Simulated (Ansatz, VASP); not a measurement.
# WS2 (Tungstenite): VASP beside Ansatz, part 3 of 3

One calculation is typed for both programs; each brings its own data sets. How far apart do they land? The cell is taken from a series of runs on this material, whose earlier steps may have relaxed, scaled, displaced or heated it; both programs get it as it stands.

VASP 6.6.1 and Ansatz 0.2.0.

So far: Set-up; Ansatz: zone-centre phonons, r2SCAN; VASP: zone-centre phonons, r2SCAN.

### Step 4. Comparison

Known differences besides the potentials themselves: VASP keeps PBE cores, Ansatz makes them for the functional; fixed occupations in Ansatz, narrow Gaussian smearing in VASP; the data sets hold 52 valence electrons in Ansatz (on its default PAW (the set named soft_2) files) and 36 in VASP; the cutoff is 500 eV in Ansatz and 660 eV in VASP; VASP uses finite displacements, Ansatz perturbation theory. Total energies have different zeros and are not compared.

The two programs side by side:

```tsv
quantity	Ansatz	VASP	difference
optical mode 1 to 2 (cm⁻¹)	16.5	15.6	+0.9
optical mode 3 (cm⁻¹)	26.4	26.4	0.0
optical mode 4 to 5 (cm⁻¹)	294.5	295.6	-0.36 %
optical mode 6 to 7 (cm⁻¹)	295.5	296.6	-0.36 %
optical mode 8 to 9 (cm⁻¹)	354.0	354.8	-0.23 %
optical mode 10 to 11 (cm⁻¹)	354.2	355.0	-0.22 %
optical mode 12 (cm⁻¹)	420.0	422.4	-0.57 %
optical mode 13 (cm⁻¹)	421.8	424.2	-0.56 %
optical mode 14 (cm⁻¹)	436.4	436.5	-0.03 %
optical mode 15 (cm⁻¹)	438.0	438.1	-0.01 %
```

Modes are paired by rising frequency, not by their patterns, so a pair may set unlike modes beside each other; they are those without the splitting of longitudinal modes.

### Step 5. Results

```
r.m.s. difference of the optical zone-centre modes, each program's sorted by frequency (zone-centre phonons, r2SCAN) : 1.2 cm⁻¹
difference in optical mode 12 (zone-centre phonons, r2SCAN)                                                          : -0.6 %
```

The r.m.s. difference of the optical zone-centre modes, each program's sorted by frequency is 1.2 cm⁻¹ (zone-centre phonons, r2SCAN). The data sets hold unlike numbers of valence electrons (52 in Ansatz and 36 in VASP), so part of the differences comes from the potentials. Among the rows given in per cent, the largest difference of the zone-centre phonons, r2SCAN pair is in optical mode 12, -0.6 %. How closely two codes agree says nothing of how well the functional describes the real material.

[Lines on the potential files, build, host, timing and source positions are cut from VASP's logs without a mark.]

[Logs are printed without paths, hosts, clocks, repeated set-up lines and the standing remarks that a program may print on its own settings, such as how far it seeks lower states.]

[Hosts, paths, dates, database ids (printed as entryN), source tags and the programs' standing remarks are cut or masked in the printed files.]
